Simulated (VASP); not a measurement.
Here is the system:

```yaml
crystal:
  lattice:
    - [0.00000, 3.04509, 2.92329]
    - [2.92329, 0.00000, 2.92329]
    - [2.92329, 3.04509, 0.00000]
  atoms:
    - { symbol: In, position: [0.00000, 0.00000, 0.00000] }
    - { symbol: As, position: [0.25000, 0.25000, 0.25000] }
```

Computed with PBEsol GGA, VASP's PBE PAW potentials (set 64) (plane waves; VASP). Settings: 480 eV cut-off, 10×10×10 Γ-centred mesh, first-order Methfessel-Paxton smearing of 0.10 eV, potentials In_d As.

Unless said otherwise, spin-orbit coupling is left out, though it shifts the bands of the heavy elements here.

Question: Predict the energy per atom (σ→0), pressure, band gap (on the k-mesh) with the smallest direct gap where there is one.

Answer: 
```
Quantity                                                    Result
------------------------  ----------------------------------------
band gap (on the k-mesh)  none (metal, semimetal or under 0.01 eV)
energy per atom (σ→0)                               -4.206 eV/atom
pressure                                                  5.49 GPa
```

The compound is InAs in the zinc blende structure. This cell was strained or had an atom moved on purpose.
